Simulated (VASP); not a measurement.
Crystal: CdS.

```
CELL_PARAMETERS angstrom
0.00000 2.91000 2.91000
2.91000 0.00000 2.91000
2.91000 2.91000 0.00000
ATOMIC_POSITIONS crystal
Cd 0.00000 0.00000 0.00000
S 0.75000 0.75000 0.75000
```

| Quantity | Value |
| --- | --- |
| Program | VASP 6.6.1 |
| Task | relaxation of cell and atoms |
| Functional | PBE |
| Potentials or basis | VASP PAW PBE potentials, release 64 (Cd, S) |
| Cutoff | 600 eV |
| k mesh | 6 × 6 × 6 |
| Occupations | gaussian, width 0.1 eV |
| Spin | no spin polarisation |

At the start: pressure 3.6 GPa; volume 24.64 Å³/atom.

Question: How do energy, volume and symmetry change on relaxing?

Answer: Over 3 steps the energy falls by 16.2 meV/atom and the volume is 26.15 Å³/atom (+6.1 %); space group F-43m (No. 216, to 0.05 Å).

The path:
| step | energy change (eV) | largest force (eV/Å) | pressure (GPa) | volume (Å³) |
| --- | --- | --- | --- | --- |
| 1 | 0.0000 | 0.0000 | 3.65 | 49.28 |
| 2 | -0.0288 | 0.0000 | -1.05 | 53.39 |
| 3 | -0.0325 | 0.0000 | 0.01 | 52.30 |

Final structure:
```
CELL_PARAMETERS angstrom
0.00000 2.96812 2.96812
2.96812 0.00000 2.96812
2.96812 2.96812 0.00000
ATOMIC_POSITIONS crystal
Cd 0.00000 0.00000 0.00000
S 0.75000 0.75000 0.75000
```
